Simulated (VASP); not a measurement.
NaCl: energy against volume

NaCl (rock salt, Fm-3m, 22.893 Å³/atom and stress up to 0.13 GPa in the relaxed cell, cube axes along x, y and z) under an equal strain ε along all three axes. PBE in VASP (plane waves, PAW), 480 eV, 10×10×10 Γ-centred mesh, Gaussian smearing 0.05 eV; ions are relaxed, or left where forces stay under 0.02 eV/Å, within the symmetry of each cell.

Here V stands for volume and E for E less E0.

```csv
volume (Å³/atom),E less E0 (meV/atom),pressure (GPa)
20.8939,?,?
21.5468,8.78,1.85
21.8783,5.25,1.37
22.2132,2.64,0.92
22.5515,0.89,0.51
22.8931,0.00,0.13
23.2383,-0.10,-0.23
23.5868,0.53,-0.56
23.9389,1.87,-0.87
24.2944,3.88,-1.15
```

Fit E of the 9 rows that show it with the third-order Birch-Murnaghan form, a cubic in V^(-2/3). With u = V^(-2/3) - 0.1241, the rows have u = 0.0050452, 0.0037373, 0.0024492, 0.0011804, -0.0000690, -0.0013004, -0.0025130, -0.0037081, -0.0048855. Least squares gives E = 0.032 + 436.1·u + 253882·u² + 693786·u³. Residuals (row less fit): -0.004, 0.006, 0.007, -0.012, -0.003, 0.007, 0.002, 0.000, 0.000; standard error 0.008 (degrees of freedom: 5). Its minimum lies at u = -0.0008619, so V0 = (0.1232381)^(-3/2) = 23.11. There d²E/du² = 504200 and d³E/du³ = 4163000, so B0 = (4/9) × 23.11^(-7/3) × 504200 × 0.160218 = 23.6 GPa (the last factor turns the table's units into GPa), and B0' = 4 + (2/3) × 0.1232381 × (4163000)/504200 = 4.7. B0' rests on the cubic coefficient alone and has a standard error of 0.1 from these residuals.

Question: Estimate the missing E (V = 20.8939); what did the run itself give?

Answer: u = 0.0077217, so E = 0.032 + 436.1 × 0.0077217 + 253882 × 0.0077217² + 693786 × 0.0077217³ = 18.856 meV/atom. The calculation gives 18.86 meV/atom, which the fit meets to the printed digits. The row lies outside the fitted rows, so this is an extrapolation. From the scatter of the fitted rows alone, a prediction at this place has a standard error of 0.037 meV/atom, so the miss is 0.1 times that.

Other structures, which can take over under pressure, weren't tried. The same form fitted to the pressure column gives B0' = 4.6; series where the two differ by over 0.4 aren't shown. Rows are the converged runs of the series near zero and its far end, less any whose ions stayed unrelaxed beside relaxed ones; series whose fitted rows scatter by over a few per cent of the range, as at a crossing or softening among them, aren't shown in this form.
